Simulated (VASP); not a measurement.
A run of VASP 6.6.1:

INCAR

```
  ALGO = Fast
  EDIFF = 1E-6
  ENCUT = 520
  GGA = CA
  ISIF = 2
  ISMEAR = -1
  LASPH = T
  LCHARG = T
  LELF = T
  LREAL = Auto
  LVHAR = T
  LWAVE = F
  NBANDS = 98
  NELM = 100
  PREC = Accurate
  SIGMA = 0.05
```

Contents of KPOINTS:

```
k-points
0
Gamma
  1 1 1
```

Contents of POSCAR:

```
H2CO2
1.0
    7.3876590000      0.0000000000      0.0000000000
    0.0000000000      7.3876590000      0.0000000000
    0.0000000000      0.0000000000      7.3876590000
O C H
16 8 16
Direct
    0.2987414552      1.0569924789      0.7063671997
    0.5318870294      0.8629661981      0.6298070877
    0.4798137001      0.4409515924      0.7148949349
    0.7508332477      0.5632907529      0.7567214459
    0.6393906378      0.5647120421      0.0787529581
    0.6889597909      0.8609222488      0.0180706771
    0.2059786463      0.1438750760      0.2217211163
    0.3306730860      0.3078512422     -0.0035599911
    0.0754230806      0.7429146364     -0.0614944463
    0.3122640068      0.8861264441     -0.0014754336
    0.9447918481      0.1021027094      1.0185905982
    0.6968784022      0.2389931641      0.9729604466
    0.1365655886      0.3827464153      0.6021528606
    0.2530030149      0.5077792573      0.3575692922
    0.8798592355     -0.0922755097      0.6783745703
    0.8109470131     -0.0347336010      0.3793759295
    0.4082619406      0.9651636601      0.5902004952
    0.6240271783      0.5082530203      0.6590721093
    0.6631600078      0.7185767508      0.1318685662
    0.3350046341      0.2091596269      0.1369039908
    0.2353790287      0.7404916767      0.0042774037
    0.8610576097      0.2544649124      0.9889465662
    0.1298516891      0.4694585930      0.4483829045
    0.9184776937     -0.0699951094      0.4964630880
    0.3174889366      0.9979209923      0.8314812581
    0.3670174815      1.0296631179      0.4608090330
    0.4321125271      0.3520736406      0.9176519923
    0.6440064437      0.5365975880      0.5150481364
    0.7174803277      0.5534364810     -0.1058251335
    0.6559588091      0.7519432069      0.2828094800
    0.0555385678      0.1258720794      0.1012770080
    0.4696074900      0.2015929539      0.1864054635
   -0.0018409079      0.8191904905     -0.1594686490
    0.2915402565      0.6286023759      0.1055273396
    0.7555167341     -0.0237964421      1.0734523616
    0.9320679257      0.3741645357      0.9845338016
    0.2578760065      0.3563239722      0.6522363850
   -0.0143617890      0.4967608819      0.3924382541
    0.7498045051     -0.0686956450      0.7093316029
    1.0629077493     -0.0984073575      0.4798272362
```

Potentials or basis: VASP PAW LDA potentials, release 64 (O, C, H).

Command:

```bash
$ cat potpaw_LDA.64/O/POTCAR potpaw_LDA.64/C/POTCAR potpaw_LDA.64/H/POTCAR > POTCAR
$ mpirun -np 1 vasp_gam > vasp.out
```

Hardware: 1 thread of AMD EPYC 7R43 64-Core Processor (Zen 3) (shared host).

Question: Estimate the wall time of this run.

Answer: Run time: 79 s on 1 thread of AMD EPYC 7R43 64-Core Processor (Zen 3), with other jobs on the host, peak memory 0.26 GiB. Counts: scf iterations 16, k points 1.
